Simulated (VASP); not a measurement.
VASP ran on this input.

File KPOINTS:
```
Automatic mesh
0
Gamma
6 6 6
0 0 0
```

File POSCAR:
```
PtSb2
1.0
  6.4585467914   0.0000000000   0.0000000000
  0.0000000000   6.4585467914   0.0000000000
  0.0000000000   0.0000000000   6.4585467914
Sb Pt
8 4
Direct
  0.6257937319   0.8742062681   0.1257937319
  0.1257937319   0.6257937319   0.8742062681
  0.6257937319   0.6257937319   0.6257937319
  0.3742062681   0.3742062681   0.3742062681
  0.8742062681   0.1257937319   0.6257937319
  0.8742062681   0.3742062681   0.1257937319
  0.1257937319   0.8742062681   0.3742062681
  0.3742062681   0.1257937319   0.8742062681
  0.0000000000   0.5000000000   0.5000000000
  0.5000000000   0.0000000000   0.5000000000
  0.0000000000   0.0000000000   0.0000000000
  0.5000000000   0.5000000000   0.0000000000
```

INCAR:
```
# general
SYSTEM  = PtSb2
PREC    = Accurate
ENCUT   = 400
LREAL   = F
LASPH   = T

# electronic loop
EDIFF   = 1E-7
NELM    = 100
ALGO    = Normal
LMAXMIX = 6

# smearing
ISMEAR  = -5

# functional
GGA     = PS

# ions
ISIF    = 2

# output
LWAVE   = F
LCHARG  = T
LORBIT  = 11
NEDOS   = 601
```

POTCAR, in this order: Sb Pt (PBE.64 set). Program: vasp_std.

### Question
Write an equivalent input for Quantum ESPRESSO's pw.x.

### Answer
One equivalent input (not run):
```
&CONTROL
  calculation = 'scf'
  pseudo_dir = './pseudo'
  outdir = './out'
  tprnfor = .true.
  tstress = .true.
/
&SYSTEM
  ibrav = 0
  nat = 12
  ntyp = 2
  ecutwfc = 84
  occupations = 'tetrahedra'
  input_dft = 'pbesol'
/
&ELECTRONS
  conv_thr = 7.3e-09
  electron_maxstep = 100
/
ATOMIC_SPECIES
  Sb 121.760 Sb.upf
  Pt 195.084 Pt.upf
CELL_PARAMETERS angstrom
     6.4585468   -0.0000000   -0.0000000
    -0.0000000    6.4585468   -0.0000000
    -0.0000000    0.0000000    6.4585468
ATOMIC_POSITIONS crystal
  Sb   0.6257937  0.8742063  0.1257937
  Sb   0.1257937  0.6257937  0.8742063
  Sb   0.6257937  0.6257937  0.6257937
  Sb   0.3742063  0.3742063  0.3742063
  Sb   0.8742063  0.1257937  0.6257937
  Sb   0.8742063  0.3742063  0.1257937
  Sb   0.1257937  0.8742063  0.3742063
  Sb   0.3742063  0.1257937  0.8742063
  Pt   0.0000000  0.5000000  0.5000000
  Pt   0.5000000  0.0000000  0.5000000
  Pt   0.0000000  0.0000000  0.0000000
  Pt   0.5000000  0.5000000  0.0000000
K_POINTS automatic
  6 6 6 0 0 0
```
What does not carry over: the potentials are each code's own (VASP's PAW set, PseudoDojo norm-conserving files in pw.x), so ENCUT and ecutwfc are chosen apart and not converted; conv_thr bounds pw.x's estimated SCF error, while EDIFF bounds the energy change between steps.

The compound is PtSb2 in the pyrite structure. It was relaxed first.
